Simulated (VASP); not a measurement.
Calculation: r2SCAN meta-GGA, VASP's PBE PAW potentials (set 64) (plane waves; VASP).

VASP input:

### KPOINTS
```
Automatic mesh
0
Gamma
9 9 9
0 0 0
```

POSCAR:
```
Al3Sc
1
    4.0846035265     0.0000000000     0.0000000000
    0.0000000000     4.0846035265     0.0000000000
    0.0000000000     0.0000000000     4.0846035265
Sc Al
1 3
Direct
  0.0000000000   0.0000000000   0.0000000000
  0.0000000000   0.5000000000   0.5000000000
  0.5000000000   0.0000000000   0.5000000000
  0.5000000000   0.5000000000   0.0000000000
```

### KPOINTS_OPT
```
k-points along high-symmetry lines
10
Line-mode
Reciprocal
  0.000000   0.000000   0.000000 ! GAMMA
  0.000000   0.500000   0.000000 ! X

  0.000000   0.500000   0.000000 ! X
  0.500000   0.500000   0.000000 ! M

  0.500000   0.500000   0.000000 ! M
  0.000000   0.000000   0.000000 ! GAMMA

  0.000000   0.000000   0.000000 ! GAMMA
  0.500000   0.500000   0.500000 ! R

  0.500000   0.500000   0.500000 ! R
  0.000000   0.500000   0.000000 ! X

  0.500000   0.500000   0.500000 ! R
  0.500000   0.500000   0.000000 ! M
```

INCAR:
```
SYSTEM = Al3Sc
PREC = Accurate
ENCUT = 400
EDIFF = 1E-7
NELM = 100
ALGO = Normal
LREAL = .FALSE.
LASPH = .TRUE.
ISMEAR = -5
METAGGA = R2SCAN
LMIXTAU = .TRUE.
LMAXMIX = 4
LWAVE = .FALSE.
LCHARG = .FALSE.
LORBIT = 11
NEDOS = 601
ISIF = 2
LEFG = .TRUE.
```

POTCAR, in this order: Sc_sv Al (PBE.64 set). Program: vasp_std.

Output

**OSZICAR**
```
       N       E                     dE             d eps       ncg     rms          rms(c)
DAV:   1     0.888758943591E+02    0.88876E+02   -0.75043E+03   980   0.109E+03
DAV:   2    -0.301539059830E+02   -0.11903E+03   -0.11718E+03  1018   0.362E+02
DAV:   3    -0.371135229869E+02   -0.69596E+01   -0.67700E+01  1564   0.676E+01
DAV:   4    -0.372214663055E+02   -0.10794E+00   -0.10710E+00  1368   0.871E+00
DAV:   5    -0.372234773828E+02   -0.20111E-02   -0.19988E-02  1420   0.130E+00    0.121E+01
DAV:   6    -0.335900490816E+02    0.36334E+01   -0.57115E+00  1390   0.378E+01    0.443E+00
DAV:   7    -0.332395890936E+02    0.35046E+00   -0.54319E-01  1112   0.764E+00    0.214E+00
DAV:   8    -0.334584647392E+02   -0.21888E+00   -0.65864E-01  1334   0.752E+00    0.772E-01
DAV:   9    -0.334439990041E+02    0.14466E-01   -0.12347E-01  1288   0.449E+00    0.348E-01
DAV:  10    -0.335086964498E+02   -0.64697E-01   -0.11945E-01  1386   0.413E+00    0.249E-01
DAV:  11    -0.335057728374E+02    0.29236E-02   -0.11594E-02  1558   0.152E+00    0.172E-01
DAV:  12    -0.335077841592E+02   -0.20113E-02   -0.32323E-03  1282   0.642E-01    0.371E-02
DAV:  13    -0.335080043810E+02   -0.22022E-03   -0.51316E-04  1292   0.248E-01    0.228E-02
DAV:  14    -0.335080019963E+02    0.23847E-05   -0.10754E-04  1424   0.133E-01    0.885E-03
DAV:  15    -0.335080412548E+02   -0.39258E-04   -0.29669E-05  1234   0.704E-02    0.774E-03
DAV:  16    -0.335080602661E+02   -0.19011E-04   -0.13174E-05  1288   0.462E-02    0.485E-03
DAV:  17    -0.335080631587E+02   -0.28926E-05   -0.91058E-06  1220   0.376E-02    0.152E-03
DAV:  18    -0.335080614372E+02    0.17215E-05   -0.18063E-07  1072   0.473E-03    0.167E-03
DAV:  19    -0.335080610446E+02    0.39262E-06   -0.50500E-07  1022   0.793E-03    0.606E-04
DAV:  20    -0.335080605421E+02    0.50253E-06   -0.24795E-08   604   0.174E-03    0.441E-04
DAV:  21    -0.335080606909E+02   -0.14888E-06   -0.72126E-09   592   0.164E-03    0.381E-04
DAV:  22    -0.335080605528E+02    0.13813E-06   -0.72930E-09   580   0.899E-04    0.127E-04
DAV:  23    -0.335080605662E+02   -0.13346E-07   -0.13224E-09   568   0.725E-04
   1 F= -.33508061E+02 E0= -.33508061E+02  d E =0.000000E+00
       N       E                     dE             ncg
       N       E                     dE             ncg
```

File OUTCAR:
```
------------------------ aborting loop because EDIFF is reached ----------------------------------------
  FORCE on cell =-STRESS in cart. coord.  units (eV):
  Direction    XX          YY          ZZ          XY          YZ          ZX
  --------------------------------------------------------------------------------------
  Total        0.0045678      0.0045678      0.0045678      0.0000000      0.0000000      0.0000000
  in kB        0.1073921      0.1073921      0.1073921      0.0000000      0.0000000      0.0000000
  external PRESSURE =       0.1073921 kB  Pullay stress =       0.0000000 kB
  volume of cell :       68.15
      direct lattice vectors                 reciprocal lattice vectors
     4.084603526  0.000000000  0.000000000     0.244821803  0.000000000  0.000000000
     0.000000000  4.084603526  0.000000000     0.000000000  0.244821803  0.000000000
     0.000000000  0.000000000  4.084603526     0.000000000  0.000000000  0.244821803
 POSITION                                       TOTAL-FORCE (eV/Angst)
 -----------------------------------------------------------------------------------
      0.00000      0.00000      0.00000         0.000000      0.000000      0.000000
      0.00000      2.04230      2.04230         0.000000      0.000000      0.000000
      2.04230      0.00000      2.04230         0.000000      0.000000      0.000000
      2.04230      2.04230      0.00000         0.000000      0.000000      0.000000
 -----------------------------------------------------------------------------------
    total drift:                               -0.000000     -0.000000     -0.000000
  FREE ENERGIE OF THE ION-ELECTRON SYSTEM (eV)
  ---------------------------------------------------
  free  energy   TOTEN  =       -33.5080605662 eV

  energy  without entropy=      -33.5080605662  energy(sigma->0) =      -33.50806057

 total charge

# of ion       s       p       d       tot
------------------------------------------
    1        2.177   6.145   1.269   9.592
    2        0.414   0.399   0.000   0.812
    3        0.414   0.399   0.000   0.812
    4        0.414   0.399   0.000   0.812
--------------------------------------------------
tot          3.419   7.341   1.269  12.029

 Electric field gradients after diagonalization (V/A^2)
 (convention: |V_zz| > |V_xx| > |V_yy|)
----------------------------------------------------------------------
 ion       V_xx      V_yy      V_zz     asymmetry (V_yy - V_xx)/ V_zz
----------------------------------------------------------------------
   1      -0.000     0.000    -0.000      -0.453
   2      -9.899    -9.899    19.797       0.000
   3      -9.899    -9.899    19.797       0.000
   4      -9.899    -9.899    19.797       0.000
```
(Selected blocks of OUTCAR.)

For a metal the tetrahedron method with Blöchl corrections gives inexact stress and forces.

The compound is Al3Sc in the L1_2 structure. It was relaxed first.
